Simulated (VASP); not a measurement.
```
CELL_PARAMETERS angstrom
      3.46900     0.00000     0.00000
      0.00000     3.46900     0.00000
      0.00000     0.00000     3.46900
ATOMIC_POSITIONS crystal
  Ho 0.00000 0.00000 0.00000
  Pd 0.50000 0.50000 0.50000
```

Method: SCAN meta-GGA, VASP's PBE PAW potentials (set 64) (plane waves; VASP). Settings: 400 eV cut-off, 10×10×10 Γ-centred mesh, first-order Methfessel-Paxton smearing of 0.10 eV, potentials Ho_3 Pd.

The 4f electrons are frozen in the core of the lanthanide potential, so 4f levels, which can set the real gap, and their magnetism are missing. Energy and stress use the plane-wave basis of the starting cell.

### Question
The ions, cell shape and volume are relaxed. What does this cell relax into?

### Answer

```
CELL_PARAMETERS angstrom
      3.44112     0.00000     0.00000
      0.00000     3.44112     0.00000
      0.00000     0.00000     3.44112
ATOMIC_POSITIONS crystal
  Ho 0.00000 0.00000 0.00000
  Pd 0.50000 0.50000 0.50000
```
Space group Pm-3m (221), at a tolerance of 0.03 Å.

### Question
How do energy and volume change from the first to the last step?

### Answer
The energy (σ→0) changes by -4.8 meV/atom and the volume by -2.4 %, in 4 ionic steps.

The structure comes from a measured HoPd entry (Pm-3m) of the Crystallography Open Database, whose conditions weren't checked. This run relaxes it. Symmetry was kept, so distortions that lower it aren't found. The electron count is odd and the run is not spin-polarised, which forces a metal.
